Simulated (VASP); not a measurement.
Consider the following.

```yaml
crystal:
  lattice:
    - [5.63057, 0.00000, 0.00000]
    - [0.00000, 5.63057, 0.00000]
    - [0.00000, 0.00000, 5.63057]
  atoms:
    - { symbol: Cs, position: [0.00000, 0.00000, 0.00000] }
    - { symbol: Pb, position: [0.50000, 0.50000, 0.50000] }
    - { symbol: Cl, position: [0.50000, 0.00000, 0.50000] }
    - { symbol: Cl, position: [0.00000, 0.50000, 0.50000] }
    - { symbol: Cl, position: [0.50000, 0.50000, 0.00000] }
```

Level of theory: r2SCAN+rVV10, VASP's PBE PAW potentials (set 64) (plane waves; VASP). Run with 520 eV cut-off, 5×5×5 Γ-centred mesh, tetrahedra with Blöchl corrections, potentials Cs_sv Pb_d Cl.

The cores are frozen, which limits the accuracy of field gradients.

Q: Give the principal components of the electric field gradient (V/Å²) and the asymmetry η at each nucleus.

A: 
```tsv
atom	Vxx	Vyy	Vzz	η
Cs1	0.0	0.0	0.0	-
Pb2	0.0	0.0	0.0	-
Cl3	-37.9	-37.9	75.7	0.00
Cl4	-37.9	-37.9	75.7	0.00
Cl5	-37.9	-37.9	75.7	0.00
```

The compound is CsPbCl3 in the cubic perovskite structure, the ideal cubic form; the compound distorts at low or room temperature. It was relaxed first.
